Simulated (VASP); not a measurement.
Data:

```yaml
crystal:
  lattice:
    - [0.00000, 3.19217, 3.19217]
    - [3.19217, 0.00000, 3.19217]
    - [3.19217, 3.19217, 0.00000]
  atoms:
    - { symbol: Te, position: [0.50000, 0.50000, 0.50000] }
    - { symbol: Pb, position: [0.00000, 0.00000, 0.00000] }
```

All values below come from LDA (Ceperley-Alder, Perdew-Zunger), VASP's LDA PAW potentials (set 64) (plane waves; VASP). Numerical set-up: 520 eV cut-off, 7×7×7 Γ-centred mesh, Gaussian smearing of 0.050 eV, potentials Te Pb_d.

Problem. Give the energy at these volumes per atom, relative to the lowest: 30.55, 31.53, 32.50, 33.48, 34.45 Å³.

Solution. 20.4, 4.9, 0.0, 4.0, 15.6 meV/atom. A third-order Birch-Murnaghan fit gives B0 = 48.6 GPa and B0′ = 4.5.

Measured: bulk modulus 39.8 GPa at 300 K (computed value off by +22.1 %), as given by Kerstin Hummer et al., Physical Review B (2007), doi:10.1103/physrevb.75.195211; a 6.438 Å at 120 K (computed value off by -0.8 %), as given by Noda, Masumoto, Ohba, Saito, Toriumi, Iwata, Shibuya, Acta Cryst. C 43, 1443 (1987), by a structure database's card. The calculation is for a static lattice, while the measured bulk modulus, a hold thermal and zero-point effects, which are part of the difference.

The compound is PbTe in the rock salt structure. It was relaxed first.
